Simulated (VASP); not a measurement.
Level of theory: G0W0 on PBE orbitals, VASP's PBE PAW potentials (set 64) (plane waves; VASP 6.6.1).

The input files of a VASP run:

**POSCAR**
```
LiF
1
    0.0000000000     2.0150000000     2.0150000000
    2.0150000000     0.0000000000     2.0150000000
    2.0150000000     2.0150000000     0.0000000000
Li F
1 1
Direct
  0.0000000000   0.0000000000   0.0000000000
  0.5000000000   0.5000000000   0.5000000000
```

INCAR:
```
! general
SYSTEM      = LiF
PREC        = Normal
ENCUT       = 500
LREAL       = .FALSE.
LASPH       = .TRUE.
NBANDS      = 128

! electronic loop
ALGO        = EVGW0

! smearing
ISMEAR      = 0
SIGMA       = 0.01

! functional
GGA         = PE

! output
LWAVE       = .TRUE.
LCHARG      = .FALSE.

! other
ENCUTGW     = 180
NELMGW      = 1
NOMEGA      = 64
NBANDSGW    = 15
LSPECTRALGW = .TRUE.
```

KPOINTS:
```
Automatic mesh
0
Gamma
6 6 6
0 0 0
```

POTCAR, in this order: Li_sv_GW F_GW_new (PBE.64 set). Program: vasp_std. Read from the step before: W*.

The run wrote:

OSZICAR:
```
energies w=
    0.000    0.000    1.054    0.000    2.106    0.000    3.154    0.000
    4.194    0.000    5.227    0.000    6.248    0.000    7.259    0.000
    8.257    0.000    9.241    0.000   10.213    0.000   11.171    0.000
   12.116    0.000   13.049    0.000   13.970    0.000   14.880    0.000
   15.780    0.000   16.672    0.000   17.558    0.000   18.438    0.000
   19.314    0.000   20.188    0.000   21.062    0.000   21.938    0.000
   22.818    0.000   23.704    0.000   24.598    0.000   25.503    0.000
   26.422    0.000   27.357    0.000   28.311    0.000   29.288    0.000
   30.292    0.000   31.325    0.000   32.394    0.000   33.502    0.000
   34.656    0.000   35.861    0.000   37.125    0.000   38.456    0.000
   39.863    0.000   41.357    0.000   42.951    0.000   44.658    0.000
   46.498    0.000   48.491    0.000   50.660    0.000   53.037    0.000
   55.659    0.000   58.570    0.000   61.828    0.000   65.504    0.000
   69.691    0.000   74.508    0.000   80.116    0.000   86.729    0.000
   94.651    0.000  104.310    0.000  116.348    0.000  131.757    0.000
  152.167    0.000  180.445    0.000  222.157    0.000  289.717    0.000
NQ=   1    0.0000    0.0000    0.0000,
 performed        327000 updates of chi_q(r,r)
NQ=   2    0.1667    0.0000    0.0000,
 performed       1007000 updates of chi_q(r,r)
NQ=   3    0.3333    0.0000    0.0000,
 performed       1687000 updates of chi_q(r,r)
NQ=   4    0.5000    0.0000    0.0000,
 performed       2175000 updates of chi_q(r,r)
NQ=   5    0.1667    0.1667    0.0000,
 performed       2767000 updates of chi_q(r,r)
NQ=   6    0.3333    0.1667    0.0000,
 performed       3769000 updates of chi_q(r,r)
NQ=   7    0.5000    0.1667    0.0000,
 performed       4771000 updates of chi_q(r,r)
NQ=   8   -0.3333    0.1667    0.0000,
 performed       5773000 updates of chi_q(r,r)
NQ=   9   -0.1667    0.1667    0.0000,
 performed       6576000 updates of chi_q(r,r)
NQ=  10    0.3333    0.3333    0.0000,
 performed       7168000 updates of chi_q(r,r)
NQ=  11    0.5000    0.3333    0.0000,
 performed       8170000 updates of chi_q(r,r)
NQ=  12   -0.3333    0.3333    0.0000,
 performed       8973000 updates of chi_q(r,r)
NQ=  13    0.5000    0.5000    0.0000,
 performed       9415000 updates of chi_q(r,r)
NQ=  14    0.5000    0.3333    0.1667,
 performed      10425000 updates of chi_q(r,r)
NQ=  15   -0.3333    0.3333    0.1667,
 performed      11335000 updates of chi_q(r,r)
NQ=  16   -0.3333    0.5000    0.1667,
 performed      12138000 updates of chi_q(r,r)
 resolving degeneracies of screened two electron integrals
```

### OUTCAR
```


 k-point   1 :       0.0000    0.0000    0.0000
  band No.  KS-energies  QP-energies   sigma(KS)   V_xc(KS)     V^pw_x(r,r')   Z            occupation Imag(sigma)

      1     -41.9100     -51.7770     -38.9790     -27.4913     -43.2574       0.8589       2.0000       0.1632
      2     -20.9756     -25.2565     -27.9626     -22.5376     -36.7281       0.7891       2.0000       1.1186
      3      -1.0159      -3.8344     -26.3586     -22.8828     -30.6942       0.8109       2.0000       0.1241
      4      -1.0159      -3.8344     -26.3586     -22.8828     -30.6942       0.8109       2.0000       0.1241
      5      -1.0159      -3.8344     -26.3586     -22.8828     -30.6942       0.8109       2.0000       0.1241
      6       8.0313       9.5729      -9.7738     -11.5199      -6.5928       0.8829       0.0000      -0.0685
      7      22.9071      25.0854      -7.2548      -9.7983      -2.9427       0.8564       0.0000      -0.1740
      8      22.9071      25.0854      -7.2548      -9.7983      -2.9427       0.8564       0.0000      -0.1740
      9      22.9071      25.0854      -7.2548      -9.7983      -2.9427       0.8564       0.0000      -0.1740
     10      23.3073      24.8520      -6.6431      -8.4200      -2.6878       0.8693       0.0000      -0.1844
     11      23.3073      24.8520      -6.6431      -8.4200      -2.6878       0.8693       0.0000      -0.1844
     12      23.3073      24.8520      -6.6431      -8.4200      -2.6878       0.8693       0.0000      -0.1844
     13      26.2802      27.1882      -5.5456      -6.5955      -1.0679       0.8648       0.0000      -0.5606
     14      30.4632      32.3895      -7.4612      -9.6327      -3.1459       0.8871       0.0000      -0.4396
     15      30.4632      32.3895      -7.4612      -9.6327      -3.1459       0.8871       0.0000      -0.4396

 k-point   2 :       0.1667    0.0000    0.0000
  band No.  KS-energies  QP-energies   sigma(KS)   V_xc(KS)     V^pw_x(r,r')   Z            occupation Imag(sigma)

      1     -41.8946     -51.7747     -39.0113     -27.5160     -43.2810       0.8595       2.0000       0.1543
      2     -20.8720     -25.0965     -28.0308     -22.6274     -36.8021       0.7818       2.0000       1.1008
      3      -1.7378      -4.6907     -25.3498     -21.7013     -29.6083       0.8093       2.0000       0.1290
      4      -1.0746      -3.9045     -26.3026     -22.8090     -30.6395       0.8100       2.0000       0.1245
      5      -1.0746      -3.9045     -26.3026     -22.8090     -30.6395       0.8100       2.0000       0.1245
      6       8.7505      10.3848     -10.0690     -11.9305      -6.9014       0.8779       0.0000      -0.0697
      7      18.5080      20.2501      -7.5137      -9.5279      -3.6616       0.8649       0.0000      -0.1205
      8      20.6610      22.6468      -7.0291      -9.3169      -3.0191       0.8680       0.0000      -0.1286
      9      20.6610      22.6468      -7.0291      -9.3169      -3.0191       0.8680       0.0000      -0.1286
     10      24.9792      26.6383      -6.6688      -8.6240      -2.2764       0.8486       0.0000      -0.2850
     11      25.2064      26.8498      -6.7246      -8.6305      -2.5893       0.8623       0.0000      -0.2335
     12      25.2064      26.8498      -6.7246      -8.6305      -2.5893       0.8623       0.0000      -0.2335
     13      32.1011      33.6210      -6.0211      -7.6894      -1.5959       0.9110       0.0000      -0.7744
     14      32.5401      34.8037      -8.1053     -10.5980      -3.4714       0.9081       0.0000      -0.7042
     15      32.5401      34.8037      -8.1053     -10.5980      -3.4714       0.9081       0.0000      -0.7042

 k-point   3 :       0.3333    0.0000    0.0000
  band No.  KS-energies  QP-energies   sigma(KS)   V_xc(KS)     V^pw_x(r,r')   Z            occupation Imag(sigma)

      1     -41.8680     -51.7747     -39.0819     -27.5727     -43.3349       0.8608       2.0000       0.1364
      2     -20.6603     -24.7724     -28.1944     -22.8333     -36.9755       0.7670       2.0000       1.0670
      3      -2.9783      -6.1658     -24.0301     -20.0853     -28.2679       0.8080       2.0000       0.1439
      4      -1.1901      -4.0445     -26.2041     -22.6790     -30.5459       0.8097       2.0000       0.1255
      5      -1.1901      -4.0445     -26.2041     -22.6790     -30.5459       0.8097       2.0000       0.1255
      6       9.6449      11.2980      -8.9107     -10.7857      -5.6336       0.8817       0.0000      -0.0717
      7      16.0330      18.0349     -10.0427     -12.3811      -6.3466       0.8561       0.0000      -0.1111
      8      18.6138      20.5484      -6.8145      -9.0219      -2.9887       0.8764       0.0000      -0.0991
      9      18.6138      20.5484      -6.8145      -9.0219      -2.9887       0.8764       0.0000      -0.0991
     10      27.2560      28.8100      -6.9704      -8.8010      -2.4195       0.8489       0.0000      -0.4189
     11      27.9857      29.6649      -7.3871      -9.3403      -2.8987       0.8597       0.0000      -0.4459
     12      27.9857      29.6649      -7.3871      -9.3403      -2.8987       0.8597       0.0000      -0.4459
     13      35.4439      37.9972      -8.6851     -11.5524      -3.8187       0.8905       0.0000      -0.9059
     14      35.4439      37.9972      -8.6851     -11.5524      -3.8187       0.8905       0.0000      -0.9059
     15      35.5064      37.6262      -7.3859      -9.7620      -2.8486       0.8921       0.0000      -0.8668

 k-point   4 :       0.5000    0.0000    0.0000
  band No.  KS-energies  QP-energies   sigma(KS)   V_xc(KS)     V^pw_x(r,r')   Z            occupation Imag(sigma)

      1     -41.8523     -51.7705     -39.1139     -27.5971     -43.3580       0.8612       2.0000       0.1275
      2     -20.5462     -24.6194     -28.2912     -22.9501     -37.0762       0.7626       2.0000       1.0506
      3      -3.5292      -6.8184     -23.5241     -19.4461     -27.7739       0.8066       2.0000       0.1524
      4      -1.2433      -4.1089     -26.1616     -22.6209     -30.5059       0.8093       2.0000       0.1259
      5      -1.2433      -4.1089     -26.1616     -22.6209     -30.5059       0.8093       2.0000       0.1259
      6       9.7466      11.3101      -7.7135      -9.4761      -4.3781       0.8870       0.0000      -0.0707
      7      15.6912      17.9221     -11.8855     -14.5228      -8.1926       0.8459       0.0000      -0.1173
      8      17.8592      19.7712      -6.7245      -8.8949      -2.9619       0.8809       0.0000      -0.0917
      9      17.8592      19.7712      -6.7245      -8.8949      -2.9619       0.8809       0.0000      -0.0917
     10      29.4630      30.8960      -7.0955      -8.7244      -2.4057       0.8797       0.0000      -0.6468
     11      29.9979      31.8468      -8.3599     -10.4703      -3.3948       0.8761       0.0000      -0.7893
     12      29.9979      31.8468      -8.3599     -10.4703      -3.3948       0.8761       0.0000      -0.7893
     13      32.4482      34.6074      -7.2747      -9.6526      -2.8913       0.9080       0.0000      -0.6751
     14      35.8942      38.2324      -7.6530     -10.2967      -3.2946       0.8844       0.0000      -0.5176
     15      35.8942      38.2324      -7.6530     -10.2967      -3.2946       0.8844       0.0000      -0.5176

 k-point   5 :       0.1667    0.1667    0.0000
  band No.  KS-energies  QP-energies   sigma(KS)   V_xc(KS)     V^pw_x(r,r')   Z            occupation Imag(sigma)

      1     -41.8900     -51.7761     -39.0206     -27.5240     -43.2884       0.8599       2.0000       0.1521
      2     -20.8311     -25.0355     -28.0658     -22.6688     -36.8379       0.7790       2.0000       1.0931
      3      -1.7096      -4.6475     -25.3111     -21.6836     -29.5431       0.8099       2.0000       0.1279
      4      -1.2717      -4.1396     -26.0284     -22.4845     -30.3542       0.8092       2.0000       0.1261
      5      -1.2717      -4.1396     -26.0284     -22.4845     -30.3542       0.8092       2.0000       0.1261
      6       9.1419      10.8408     -10.5068     -12.4465      -7.3645       0.8759       0.0000      -0.0708
      7      19.4730      20.8029      -6.1828      -7.7151      -2.3751       0.8679       0.0000      -0.1305
      8      20.1628      22.1363      -7.0282      -9.2886      -3.0756       0.8731       0.0000      -0.1159
      9      20.2249      22.2481      -7.7099     -10.0606      -3.6672       0.8607       0.0000      -0.1361
     10      20.2249      22.2481      -7.7099     -10.0606      -3.6672       0.8607       0.0000      -0.1361
     11      28.4458      30.1908      -6.7817      -8.8221      -2.3640       0.8552       0.0000      -0.3638
     12      28.4458      30.1908      -6.7817      -8.8221      -2.3640       0.8552       0.0000      -0.3638
     13      31.4378      33.4678      -7.4576      -9.6916      -3.1238       0.9087       0.0000      -0.5140
     14      32.1647      33.5766      -5.7643      -7.3128      -1.3920       0.9118       0.0000      -0.8067
     15      33.4766      36.0262      -8.9802     -11.7941      -4.0584       0.9060       0.0000      -0.9319

 k-point   6 :       0.3333    0.1667    0.0000
  band No.  KS-energies  QP-energies   sigma(KS)   V_xc(KS)     V^pw_x(r,r')   Z            occupation Imag(sigma)

      1     -41.8681     -51.7687     -39.0756     -27.5698     -43.3314       0.8605       2.0000       0.1387
      2     -20.6415     -24.7584     -28.2289     -22.8650     -37.0063       0.7675       2.0000       1.0615
      3      -2.7067      -5.8273     -24.1926     -20.3325     -28.4040       0.8084       2.0000       0.1395
      4      -1.4922      -4.4007     -25.6864     -22.0938     -29.9839       0.8096       2.0000       0.1274
      5      -1.4565      -4.3616     -25.8190     -22.2293     -30.1429       0.8093       2.0000       0.1277
      6      10.3466      12.1638     -10.3822     -12.4646      -7.1655       0.8727       0.0000      -0.0752
      7      16.2428      17.9979      -8.1545     -10.1789      -4.4822       0.8670       0.0000      -0.1035
      8      18.5726      20.4879      -7.3521      -9.5402      -3.5289       0.8753       0.0000      -0.1002
      9      19.1319      21.1921      -7.7943     -10.1776      -3.8409       0.8644       0.0000      -0.1178
     10      22.3297      24.0768      -7.1652      -9.2039      -3.0261       0.8570       0.0000      -0.1858
...
```
(Selected blocks of OUTCAR.)

The mesh is coarse and the basis finite, so the quasiparticle values are not converged.

The compound is LiF in the rock salt structure. The cell was not relaxed at this level. The k-mesh is coarse (spacing up to 0.45 per Å, 2π included), so the numbers may not be converged in it.
